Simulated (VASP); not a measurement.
# MgO (Periclase): exact exchange and RPA correlation, part 6 of 6

Aim: total energies of MgO (Periclase) from exact exchange and RPA correlation, beside cheaper functionals. The scan starts from a database cell scaled to its smallest volume. The cell is of the rock-salt type. The start is a cell from a database of measured crystal structures.

VASP 6.6.1, plane waves and PAW; the level of theory is named at each step.

So far. Step 31 (Exact exchange, volume ratio 1.06): The Hartree-Fock energy on these orbitals is -10.6262 eV an atom. Step 32 (Empty bands, volume ratio 1.06): WAVECAR now holds 608 bands for 8 electrons.

The database entry behind the starting cell differs from other determinations of this structure, so it need not match the best structure at room temperature.

### 33. RPA correlation, volume ratio 1.06

This step: RPA correlation on PBE orbitals; plane waves and PAW (Mg_GW, O_GW) (VASP 6.6.1).

RPA correlation at this point.

INCAR

```
SYSTEM = MgO
PREC = Accurate
ENCUT = 560
ISMEAR = 0
SIGMA = 0.05
LREAL = .FALSE.
GGA = PE
NBANDS = 608
ALGO = ACFDT
ENCUTGW = 200
NOMEGA = 12
PRECFOCK = Fast
LWAVE = .FALSE.
LCHARG = .FALSE.
```

POSCAR

```
MgO
1.0
    0.0000000000      2.1498536361      2.1498536361
    2.1498536361      0.0000000000      2.1498536361
    2.1498536361      2.1498536361      0.0000000000
Mg O
1 1
Direct
    0.0000000000      0.0000000000      0.0000000000
    0.5000000000      0.5000000000      0.5000000000
```

KPOINTS

```
Automatic mesh
0
Gamma
4 4 4
0 0 0
```

Potentials, in the order of the species: Mg_GW and O_GW (PBE family, release 64).

Command:

```
$ mpirun -np 8 vasp_std
```

Log:

```text
[banner, memory and clock lines left out]
running    8 mpi-ranks, on    1 nodes
[...]
[... a notice as in an earlier step ...]

 LDA part: xc-table for (Slater+PW92), standard interpolation
 found WAVECAR, reading the header
 POSCAR, INCAR and KPOINTS ok, starting setup
[...]
reading WAVECAR
 the WAVECAR file was read successfully
 initial charge from wavefunction
 available memory per node:     56.44 GB, setting MAXMEM to     57797

 The Fermi energy was updated, please check that it is located mid-gap
 values below the HOMO (VB) or above the LUMO (CB) will cause erroneous energies
 E-fermi :   4.8181

 the WAVEDER file was read successfully
 set NWRITE>2 for more details about minimax calculation
 number of imaginary grid points requested:      12
 number of distinct grids requested:  1
 quadrature errors minimized for energies in [ 0.414E+01, 0.565E+03 ]
 bosonic grid (T=0, re) determined with error: 0.4790E-08
 bosonic grid (re): 0.4790E-08
[...]
NQ=   2    0.2500    0.0000    0.0000,
|.........|.........|.........|.........
 performed       3710000 updates of chi_q(r,r)
 total number of BLAS operations        537.25 Gflops
NQ=   3    0.5000    0.0000    0.0000,
|.........|.........|.........|.........
 performed       5565000 updates of chi_q(r,r)
 total number of BLAS operations        751.00 Gflops
NQ=   4    0.2500    0.2500    0.0000,
|.........|.........|.........|.........
 performed       7420000 updates of chi_q(r,r)
 total number of BLAS operations       1013.57 Gflops
NQ=   5    0.5000    0.2500    0.0000,
|.........|.........|.........|.........
 performed       9275000 updates of chi_q(r,r)
 total number of BLAS operations       1241.81 Gflops
NQ=   6   -0.2500    0.2500    0.0000,
|.........|.........|.........|.........
 performed      11130000 updates of chi_q(r,r)
 total number of BLAS operations       1508.35 Gflops
NQ=   7    0.5000    0.5000    0.0000,
|.........|.........|.........|.........
 performed      12985000 updates of chi_q(r,r)
 total number of BLAS operations       1708.09 Gflops
NQ=   8   -0.2500    0.5000    0.2500,
|.........|.........|.........|.........
 performed      14840000 updates of chi_q(r,r)
 total number of BLAS operations       1907.83 Gflops
 entering main loop
```

The job ended after 28 s (8 MPI ranks of Intel Xeon Platinum 8488C (Sapphire Rapids), shared host; peak memory 1.4 GiB; 2.9 min of CPU time).

From OUTCAR (step 33):

```text
      cutoff energy     smooth cutoff   RPA   correlation   Hartree contr. to MP2
---------------------------------------------------------------------------------
            200.000           160.000      -10.4172008627      -16.8178151492
            190.476           152.381      -10.2761540823      -16.6262624138
            181.406           145.125      -10.1291296773      -16.4228406373
            172.768           138.214       -9.9735305881      -16.2036366844
            164.541           131.632       -9.8131173091      -15.9731675043
            156.705           125.364       -9.6483049502      -15.7322829256
            149.243           119.394       -9.4765239279      -15.4773768273
            142.136           113.709       -9.2956884497      -15.2043583510
  linear regression

[... 2 parts as in an earlier step ...]

[... 2 further parts left out ...]
[key lines of the parts left out:]
E-fermi :   4.8181
```

The correlation energy is -6.0370 eV an atom, -17 meV against the point before. With exact exchange the total is -16.6632 eV an atom.

### 34. Comparison: r2SCAN, volume ratio 1.06

This step: r2SCAN; plane waves and PAW (Mg_GW, O_GW) (VASP 6.6.1).

The comparison at this point.

INCAR

```
SYSTEM = MgO
PREC = Accurate
ENCUT = 560
EDIFF = 1E-06
NELM = 100
ISMEAR = 0
SIGMA = 0.05
LREAL = .FALSE.
ALGO = Normal
METAGGA = R2SCAN
LASPH = .TRUE.
NBANDS = 10
LWAVE = .FALSE.
LCHARG = .FALSE.
KPAR = 8
```

POSCAR is that of step 33.

KPOINTS is that of step 33.

Command:

```
$ mpirun -np 8 vasp_std
```

Log:

```text
[... set-up lines as in an earlier step ...]
 entering main loop
       N       E                     dE             d eps       ncg     rms          rms(c)
DAV:   1     0.441557E+02    0.44156E+02   -0.53765E+03   168   0.823E+02
DAV:   2    -0.175831E+02   -0.61739E+02   -0.57786E+02   176   0.284E+02
DAV:   3    -0.199045E+02   -0.23213E+01   -0.23154E+01   208   0.469E+01
DAV:   4    -0.199310E+02   -0.26554E-01   -0.26551E-01   196   0.470E+00
[...]
DAV:  11    -0.161316E+02   -0.26202E-05   -0.57424E-05   230   0.775E-02    0.532E-03
DAV:  12    -0.161316E+02   -0.19783E-05   -0.13697E-06   116   0.119E-02    0.265E-03
DAV:  13    -0.161316E+02   -0.20267E-06   -0.36840E-07   108   0.584E-03
   1 F= -.16131618E+02 E0= -.16131618E+02  d E =-.662873E-16
```

Elapsed: 8 s, on 8 MPI ranks; peak memory 1 GiB.

From OUTCAR (step 34):

```text
  Total       -1.3954173     -1.3954173     -1.3954173     -0.0000000     -0.0000000      0.0000000
  in kB     -112.5014191   -112.5014191   -112.5014191     -0.0000000     -0.0000000      0.0000000
  external PRESSURE =    -112.5014191 kB  Pullay stress =       0.0000000 kB

 POSITION                                       TOTAL-FORCE (eV/Angst)
 -----------------------------------------------------------------------------------
      0.00000      0.00000      0.00000         0.000000      0.000000     -0.000000
      2.14985      2.14985      2.14985        -0.000000     -0.000000      0.000000
 -----------------------------------------------------------------------------------
    total drift:                               -0.000000     -0.000000      0.000000

  FREE ENERGIE OF THE ION-ELECTRON SYSTEM (eV)
  ---------------------------------------------------
  free  energy   TOTEN  =       -16.1316175538 eV

  energy  without entropy=      -16.1316175538  energy(sigma->0) =      -16.13161755

[... 2 parts as in an earlier step ...]

[... 1 further part left out ...]
[key lines of the parts left out:]
E-fermi :   2.6168
```

Its energy is -8.0658 eV an atom, on a zero of its own.

### 35. Orbitals for comparison: HSE06, volume ratio 1.06

This step: PBE; plane waves and PAW (Mg_GW, O_GW) (VASP 6.6.1).

Starting orbitals, as before.

INCAR

```
SYSTEM = MgO
PREC = Accurate
ENCUT = 560
EDIFF = 1E-05
NELM = 100
ISMEAR = 0
SIGMA = 0.05
LREAL = .FALSE.
ALGO = Normal
GGA = PE
NBANDS = 10
LORBIT = 11
LWAVE = .TRUE.
LCHARG = .FALSE.
KPAR = 8
```

POSCAR is that of step 34.

KPOINTS is that of step 34.

Command:

```
$ mpirun -np 8 vasp_std
```

Log:

```text
[... set-up lines as in an earlier step ...]
 entering main loop
       N       E                     dE             d eps       ncg     rms          rms(c)
[... 10 cycles as in an earlier step ...]
DAV:  11    -0.119103E+02   -0.70658E-06   -0.79840E-06   114   0.316E-02
   1 F= -.11910346E+02 E0= -.11910346E+02  d E =-.443796E-16
 writing wavefunctions
```

Elapsed: 2 s, on 8 MPI ranks; peak memory 1 GiB; 8.6 s of CPU time.

Parts of OUTCAR (step 35):

```text
  Total       -0.6913848     -0.6913848     -0.6913848     -0.0000000      0.0000000      0.0000000
  in kB      -55.7408703    -55.7408703    -55.7408703     -0.0000000      0.0000000      0.0000000
  external PRESSURE =     -55.7408703 kB  Pullay stress =       0.0000000 kB

 POSITION                                       TOTAL-FORCE (eV/Angst)
 -----------------------------------------------------------------------------------
      0.00000      0.00000      0.00000         0.000000      0.000000      0.000000
      2.14985      2.14985      2.14985         0.000000      0.000000      0.000000
 -----------------------------------------------------------------------------------
    total drift:                               -0.000000     -0.000000      0.000000

  FREE ENERGIE OF THE ION-ELECTRON SYSTEM (eV)
  ---------------------------------------------------
  free  energy   TOTEN  =       -11.9103461740 eV

  energy  without entropy=      -11.9103461740  energy(sigma->0) =      -11.91034617

[... 2 parts as in an earlier step ...]

[... 1 further part left out ...]
[key lines of the parts left out:]
E-fermi :   3.0275
```

The run ends at a pressure of -5.57 GPa.

### 36. Comparison: HSE06, volume ratio 1.06

This step: HSE06; plane waves and PAW (Mg_GW, O_GW) (VASP 6.6.1).

The comparison at this point.

INCAR

```
SYSTEM = MgO
PREC = Accurate
ENCUT = 560
EDIFF = 1E-06
NELM = 100
ISMEAR = 0
SIGMA = 0.05
LREAL = .FALSE.
ALGO = Normal
LHFCALC = .TRUE.
AEXX = 0.25
GGA = PE
HFSCREEN = 0.2
LASPH = .TRUE.
NBANDS = 10
PRECFOCK = Fast
LWAVE = .FALSE.
LCHARG = .FALSE.
KPAR = 8
```

POSCAR is that of step 35.

KPOINTS is that of step 35.

The run starts from files that an earlier step left in the folder.

Command:

```
$ mpirun -np 8 vasp_std
```

Log:

```text
[... set-up lines as in an earlier step ...]
 entering main loop
       N       E                     dE             d eps       ncg     rms          rms(c)
DAV:   1    -0.142087E+02   -0.14209E+02   -0.33980E-01   180   0.760E+00    0.320E-01
DAV:   2    -0.142097E+02   -0.10553E-02   -0.23852E-03   236   0.529E-01    0.224E-01
DAV:   3    -0.142091E+02    0.63702E-03   -0.49715E-04   180   0.136E-01    0.144E-01
DAV:   4    -0.142089E+02    0.19996E-03   -0.93548E-05   206   0.165E-01    0.851E-02
DAV:   5    -0.142088E+02    0.68853E-04   -0.28649E-05   200   0.115E-01    0.476E-02
DAV:   6    -0.142088E+02    0.21922E-04   -0.89813E-06   212   0.599E-02    0.270E-02
DAV:   7    -0.142088E+02    0.72356E-05   -0.32052E-06   192   0.304E-02    0.158E-02
DAV:   8    -0.142088E+02    0.23548E-05   -0.11473E-06   122   0.176E-02    0.934E-03
DAV:   9    -0.142088E+02    0.70460E-06   -0.41800E-07    90   0.112E-02
   1 F= -.14208771E+02 E0= -.14208771E+02  d E =-.613383E-13
```

Wall time 9.8 s (8 MPI ranks); peak memory 1.7 GiB; 59 s of CPU time.

OUTCAR, selected parts (step 36):

```text
 POSITION                                       TOTAL-FORCE (eV/Angst)
 -----------------------------------------------------------------------------------
      0.00000      0.00000      0.00000        -0.000000      0.000000     -0.000000
      2.14985      2.14985      2.14985         0.000000     -0.000000      0.000000
 -----------------------------------------------------------------------------------
    total drift:                                0.000414      0.000610      0.000638

  FREE ENERGIE OF THE ION-ELECTRON SYSTEM (eV)
  ---------------------------------------------------
  free  energy   TOTEN  =       -14.2087714015 eV

  energy  without entropy=      -14.2087714015  energy(sigma->0) =      -14.20877140

[... 2 parts as in an earlier step ...]

[... 1 further part left out ...]
[key lines of the parts left out:]
E-fermi :   1.7431
```

Its energy is -7.1044 eV an atom, on a zero of its own.

### 37. Summary

This step: exact exchange and RPA correlation on PBE orbitals, beside r2SCAN, beside HSE06; plane waves and PAW (VASP 6.6.1).

No new run; the numbers come from the runs before.

This step gave:

```
equilibrium volume, EXX+RPA : 9.590 Å³/atom
bulk modulus                : 166.7 GPa
```

Energy above the lowest point against volume; values in meV/atom:

| volume (Å³/atom) | PBE | EXX | EXX+RPA | r2SCAN | HSE06 |
| --- | --- | --- | --- | --- | --- |
| 8.811 | 31.7 | 3.93 | 37.8 | 8.95 | 9.80 |
| 9.093 | 11.5 | 0 | 14.5 | 0 | 0 |
| 9.374 | 1.43 | 6.53 | 2.77 | 0.842 | 0.0471 |
| 9.655 | 0 | 22.0 | 0 | 9.97 | 8.45 |
| 9.936 | 6.09 | 45.1 | 6.10 | 26.3 | 24.1 |

Cost is wall time times ranks on a shared host; the RPA row holds all its steps. Fits of the equation of state:

| level | V0 (Å³/atom) | B0 (GPa) | fit error (meV/atom) | minimum inside the series | cost a point (core minutes) |
| --- | --- | --- | --- | --- | --- |
| PBE | 9.562 | 151.9 | 0.009457 | yes | 0.31 |
| EXX | 9.051 | 195.5 | 0.004148 | yes | 0.97 |
| EXX+RPA | 9.59 | 166.7 | 0.1309 | yes | 5.04 |
| r2SCAN | 9.206 | 170.4 | 0.01183 | yes | 0.98 |
| HSE06 | 9.231 | 169.7 | 0.009061 | yes | 1.41 |

### 38. Summary of results

| Quantity | Value |
| --- | --- |
| PBE | V0 9.562 Å³/atom, B0 152 GPa |
| EXX | V0 9.051 Å³/atom, B0 195 GPa |
| EXX+RPA | V0 9.590 Å³/atom, B0 167 GPa |
| r2SCAN | V0 9.206 Å³/atom, B0 170 GPa |
| HSE06 | V0 9.231 Å³/atom, B0 170 GPa |

In words: Exact exchange with RPA correlation puts the minimum at 9.590 Å³ an atom, with a bulk modulus of 167 GPa. PBE puts the volume 0.29 % below EXX+RPA, at roughly 1/16 of its cost. r2SCAN puts the volume 4.0 % below EXX+RPA, at roughly 1/5 of its cost. HSE06 puts the volume 3.7 % below EXX+RPA, at roughly 1/4 of its cost. Correlation widens the exact-exchange volume by 6.0 %. Neither mesh nor response cutoff was varied, so differences in volume under about 1 % aren't resolved. Exact exchange and correlation are taken on one coarse mesh and aren't self-consistent; the correlation energy is extrapolated in the response cutoff by the program, which at the first volume adds -838 meV an atom to the value at the highest cutoff and varies with the volume; a small fit error says nothing about that part. NBANDS follows the largest plane-wave count of any k point, which rises in steps with the volume. The cheaper functionals share the mesh. Not tabulated here, as repeats of values shown or as unfit to read for their mesh, reference level or band range: eps2 curves (empty bands); eps1 curves and static values (empty bands); gaps (empty bands).

[Long decimals in the printed logs are rounded to 6 places.]

[Lines on the potential files, build, host, timing and source positions are cut from VASP's logs without a mark.]

[Logs are printed without paths, hosts, clocks, repeated set-up lines and the standing remarks that a program may print on its own settings, such as how far it seeks lower states.]

[Hosts, paths, dates, database ids (printed as entryN), source tags and the programs' standing remarks are cut or masked in the printed files.]

[Measured values are set beside computed ones only where the two were judged alike; some that the calculation misses by far are left out.]

[Pressures printed for these runs are not shown converged in the cutoff: they can be off by several GPa and have the wrong sign.]
